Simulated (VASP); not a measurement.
Method: LDA (Ceperley-Alder, Perdew-Zunger), VASP's LDA PAW potentials (set 64) (plane waves; VASP 6.6.1).

Input for VASP

POSCAR:
```
Ti
1
    1.3969931964    -2.4196632596     0.0000000000
    1.3969931964     2.4196632596     0.0000000000
    0.0000000000     0.0000000000     4.4344964659
Ti
2
Direct
  0.3333330000   0.6666670000   0.2500000000
  0.6666670000   0.3333330000   0.7500000000
```

### KPOINTS
```
Regular mesh
0
Gamma
15 15 8
0 0 0
```

INCAR:
```
SYSTEM = Ti
PREC = Accurate
ENCUT = 500
EDIFF = 1E-6
NELM = 100
ALGO = Normal
LREAL = .FALSE.
LASPH = .TRUE.
ISMEAR = 1
SIGMA = 0.1
LMAXMIX = 4
LWAVE = .FALSE.
LCHARG = .FALSE.
IBRION = 2
ISIF = 3
NSW = 40
EDIFFG = -0.02
PSTRESS = 200
```

POTCAR, in this order: Ti_sv (LDA.64 set). Program: vasp_std.

What VASP printed:

File OSZICAR:
```
...
DAV:  10    -0.170346795471E+02   -0.49451E-03   -0.32178E-03  6544   0.445E-01    0.843E-02
DAV:  11    -0.170346576278E+02    0.21919E-04   -0.23217E-04  5944   0.153E-01    0.276E-02
DAV:  12    -0.170346475065E+02    0.10121E-04   -0.30739E-05  5744   0.579E-02    0.385E-03
DAV:  13    -0.170346478461E+02   -0.33962E-06   -0.12235E-06  3352   0.126E-02
   1 F= -.13292310E+02 E0= -.13292687E+02  d E =-.132923E+02
       N       E                     dE             d eps       ncg     rms          rms(c)
DAV:   1    -0.222491398631E+02   -0.52145E+01   -0.15359E+02  5720   0.167E+02    0.223E+01
DAV:   2    -0.166821722136E+02    0.55670E+01   -0.20979E+01  5656   0.612E+01    0.709E+00
DAV:   3    -0.162096212641E+02    0.47255E+00   -0.56575E+00  6256   0.192E+01    0.302E+00
DAV:   4    -0.163475996822E+02   -0.13798E+00   -0.94885E-01  5488   0.910E+00    0.535E-01
DAV:   5    -0.164097186624E+02   -0.62119E-01   -0.11977E-01  6184   0.262E+00    0.891E-01
DAV:   6    -0.164792462328E+02   -0.69528E-01   -0.13128E-01  5376   0.244E+00    0.263E-01
DAV:   7    -0.164811851485E+02   -0.19389E-02   -0.13570E-02  5368   0.835E-01    0.244E-01
DAV:   8    -0.164859646336E+02   -0.47795E-02   -0.13440E-02  5088   0.913E-01    0.183E-01
DAV:   9    -0.164859362128E+02    0.28421E-04   -0.22694E-03  5992   0.307E-01    0.392E-02
DAV:  10    -0.164859442047E+02   -0.79918E-05   -0.95001E-05  5784   0.699E-02    0.314E-02
DAV:  11    -0.164859445414E+02   -0.33676E-06   -0.36332E-05  5912   0.393E-02    0.347E-02
DAV:  12    -0.164859386765E+02    0.58650E-05   -0.12950E-05  4456   0.378E-02    0.127E-02
DAV:  13    -0.164859386198E+02    0.56627E-07   -0.16072E-06  3040   0.135E-02
   2 F= -.13231748E+02 E0= -.13231951E+02  d E =0.605621E-01
       N       E                     dE             d eps       ncg     rms          rms(c)
DAV:   1    -0.188914521485E+02   -0.24055E+01   -0.55074E+01  5560   0.112E+02    0.128E+01
DAV:   2    -0.169386172333E+02    0.19528E+01   -0.10296E+01  6544   0.394E+01    0.415E+00
DAV:   3    -0.167673907528E+02    0.17123E+00   -0.18315E+00  5472   0.106E+01    0.132E+00
DAV:   4    -0.168180374030E+02   -0.50647E-01   -0.24313E-01  6136   0.456E+00    0.574E-01
DAV:   5    -0.168687573883E+02   -0.50720E-01   -0.10764E-01  5648   0.183E+00    0.685E-01
DAV:   6    -0.168802534675E+02   -0.11496E-01   -0.15317E-02  6056   0.120E+00    0.218E-01
DAV:   7    -0.168836549185E+02   -0.34015E-02   -0.76076E-03  5560   0.537E-01    0.771E-02
DAV:   8    -0.168841282317E+02   -0.47331E-03   -0.98776E-04  6800   0.199E-01    0.414E-02
DAV:   9    -0.168841617021E+02   -0.33470E-04   -0.91529E-05  4704   0.877E-02    0.476E-03
DAV:  10    -0.168841622914E+02   -0.58930E-06   -0.12902E-05  5640   0.205E-02    0.314E-03
DAV:  11    -0.168841621473E+02    0.14412E-06   -0.25953E-07  2352   0.553E-03
   3 F= -.13347596E+02 E0= -.13347979E+02  d E =-.552856E-01
       N       E                     dE             d eps       ncg     rms          rms(c)
DAV:   1    -0.168803881231E+02    0.37742E-02   -0.11363E-02  5640   0.153E+00    0.186E-01
DAV:   2    -0.168799756809E+02    0.41244E-03   -0.19774E-03  6480   0.554E-01    0.577E-02
DAV:   3    -0.168799423598E+02    0.33321E-04   -0.35207E-04  6008   0.148E-01    0.204E-02
DAV:   4    -0.168799527006E+02   -0.10341E-04   -0.64752E-05  5720   0.669E-02    0.673E-03
DAV:   5    -0.168799606595E+02   -0.79589E-05   -0.15874E-05  5872   0.274E-02    0.990E-03
DAV:   6    -0.168799640328E+02   -0.33733E-05   -0.60696E-06  5104   0.200E-02    0.230E-03
DAV:   7    -0.168799643502E+02   -0.31735E-06   -0.67018E-07  2408   0.602E-03
   4 F= -.13347623E+02 E0= -.13348007E+02  d E =-.553125E-01
       N       E                     dE             d eps       ncg     rms          rms(c)
DAV:   1    -0.168762232873E+02    0.37407E-02   -0.10733E-02  5608   0.149E+00    0.180E-01
DAV:   2    -0.168758367312E+02    0.38656E-03   -0.18570E-03  6496   0.538E-01    0.559E-02
DAV:   3    -0.168758054399E+02    0.31291E-04   -0.33330E-04  6064   0.145E-01    0.200E-02
DAV:   4    -0.168758154455E+02   -0.10006E-04   -0.61576E-05  5680   0.651E-02    0.661E-03
DAV:   5    -0.168758231828E+02   -0.77373E-05   -0.15351E-05  5840   0.269E-02    0.974E-03
DAV:   6    -0.168758264674E+02   -0.32846E-05   -0.58356E-06  5080   0.196E-02    0.225E-03
DAV:   7    -0.168758267791E+02   -0.31163E-06   -0.68357E-07  2448   0.598E-03
   5 F= -.13347603E+02 E0= -.13347987E+02  d E =-.552927E-01
       N       E                     dE             d eps       ncg     rms          rms(c)
DAV:   1    -0.168766692420E+02   -0.84277E-03   -0.81946E-02  4496   0.414E+00    0.266E-01
DAV:   2    -0.168757412446E+02    0.92800E-03   -0.45674E-03  4320   0.874E-01    0.138E-01
DAV:   3    -0.168753361032E+02    0.40514E-03   -0.14337E-03  6384   0.412E-01    0.172E-02
DAV:   4    -0.168753367808E+02   -0.67762E-06   -0.11337E-04  4952   0.161E-01    0.922E-03
DAV:   5    -0.168753358649E+02    0.91588E-06   -0.49795E-06  5272   0.241E-02
   6 F= -.13347880E+02 E0= -.13348243E+02  d E =-.277166E-03
       N       E                     dE             d eps       ncg     rms          rms(c)
DAV:   1    -0.168753699062E+02   -0.33125E-04   -0.25557E-02  4504   0.231E+00    0.148E-01
DAV:   2    -0.168750836358E+02    0.28627E-03   -0.14214E-03  4320   0.487E-01    0.767E-02
DAV:   3    -0.168749580440E+02    0.12559E-03   -0.44275E-04  6368   0.229E-01    0.964E-03
DAV:   4    -0.168749582478E+02   -0.20378E-06   -0.35224E-05  4936   0.896E-02    0.519E-03
DAV:   5    -0.168749579238E+02    0.32407E-06   -0.13730E-06  3704   0.135E-02
   7 F= -.13347944E+02 E0= -.13348296E+02  d E =-.340637E-03
       N       E                     dE             d eps       ncg     rms          rms(c)
DAV:   1    -0.168748441972E+02    0.11405E-03   -0.61592E-03  4504   0.113E+00    0.727E-02
DAV:   2    -0.168747755331E+02    0.68664E-04   -0.34325E-04  4320   0.239E-01    0.376E-02
DAV:   3    -0.168747452607E+02    0.30272E-04   -0.10657E-04  6368   0.112E-01    0.476E-03
DAV:   4    -0.168747453101E+02   -0.49436E-07   -0.84983E-06  4720   0.440E-02
   8 F= -.13347951E+02 E0= -.13348299E+02  d E =-.348281E-03
       N       E                     dE             d eps       ncg     rms          rms(c)
DAV:   1    -0.168866794229E+02   -0.11934E-01   -0.60479E-02  5928   0.352E+00    0.440E-01
DAV:   2    -0.168843711116E+02    0.23083E-02   -0.97652E-03  6320   0.126E+00    0.128E-01
DAV:   3    -0.168842252766E+02    0.14584E-03   -0.19413E-03  6208   0.343E-01    0.470E-02
DAV:   4    -0.168842865852E+02   -0.61309E-04   -0.30782E-04  5672   0.150E-01    0.174E-02
DAV:   5    -0.168843332300E+02   -0.46645E-04   -0.94093E-05  5824   0.648E-02    0.235E-02
DAV:   6    -0.168843500607E+02   -0.16831E-04   -0.30722E-05  6088   0.476E-02    0.545E-03
DAV:   7    -0.168843523051E+02   -0.22444E-05   -0.64171E-06  4720   0.156E-02    0.282E-03
DAV:   8    -0.168843528035E+02   -0.49845E-06   -0.10315E-06  2680   0.945E-03
   9 F= -.13347932E+02 E0= -.13348285E+02  d E =0.194470E-04
       N       E                     dE             d eps       ncg     rms          rms(c)
DAV:   1    -0.168795565934E+02    0.47957E-02   -0.20881E-02  5936   0.206E+00    0.259E-01
DAV:   2    -0.168787574990E+02    0.79909E-03   -0.33518E-03  6304   0.738E-01    0.757E-02
DAV:   3    -0.168787056362E+02    0.51863E-04   -0.66803E-04  6232   0.202E-01    0.277E-02
DAV:   4    -0.168787265322E+02   -0.20896E-04   -0.10707E-04  5664   0.884E-02    0.101E-02
DAV:   5    -0.168787421538E+02   -0.15622E-04   -0.31386E-05  5848   0.376E-02    0.137E-02
DAV:   6    -0.168787479349E+02   -0.57811E-05   -0.10658E-05  5528   0.277E-02    0.309E-03
DAV:   7    -0.168787486971E+02   -0.76215E-06   -0.20503E-06  3576   0.909E-03
  10 F= -.13347974E+02 E0= -.13348324E+02  d E =-.223692E-04
```

File OUTCAR:
```
------------------------ aborting loop because EDIFF is reached ----------------------------------------
  FORCE on cell =-STRESS in cart. coord.  units (eV):
  Direction    XX          YY          ZZ          XY          YZ          ZX
  --------------------------------------------------------------------------------------
  Total        3.5214917      3.5214920      3.5189123      0.0000000      0.0000000     -0.0000000
  in kB      199.4741531    199.4741685    199.3280423      0.0000000      0.0000000     -0.0000000
  external PRESSURE =      -0.5745454 kB  Pullay stress =     200.0000000 kB
  volume of cell :       28.28
      direct lattice vectors                 reciprocal lattice vectors
     1.367081922 -2.367855439 -0.000000000     0.365742529 -0.211161540 -0.000000000
     1.367081922  2.367855439 -0.000000000     0.365742529  0.211161540  0.000000000
    -0.000000000 -0.000000000  4.368887912     0.000000000  0.000000000  0.228891201
 POSITION                                       TOTAL-FORCE (eV/Angst)
 -----------------------------------------------------------------------------------
      1.36708      0.78929      1.09222        -0.000000      0.000000     -0.000000
      1.36708     -0.78929      3.27667         0.000000     -0.000000      0.000000
 -----------------------------------------------------------------------------------
    total drift:                               -0.000000      0.001023     -0.000020
  FREE ENERGIE OF THE ION-ELECTRON SYSTEM (eV)
  ---------------------------------------------------
  free  energy   TOTEN  =       -16.8787486971 eV

  energy  without entropy=      -16.8797989221  energy(sigma->0) =      -16.87909877
  enthalpy is  TOTEN    =       -13.3479737479 eV   P V=        3.5307749492

 reached required accuracy - stopping structural energy minimisation
```
(Selected blocks of OUTCAR.)

**CONTCAR**
```
Ti
   1.00000000000000
     1.3670819224433708   -2.3678554392004765   -0.0000000000000000
     1.3670819224433708    2.3678554392004765   -0.0000000000000000
    -0.0000000000000000   -0.0000000000000000    4.3688879121537241
  Ti
     2
Direct
     0.3333330000000032    0.6666669999999968    0.2500000000000000
     0.6666669999999968    0.3333330000000032    0.7500000000000000
```

Energy and stress use the plane-wave basis of the starting cell.

The compound is Ti in the hcp structure. This run relaxes it under an external pressure of 20 GPa. Symmetry was kept, so distortions that lower it aren't found.
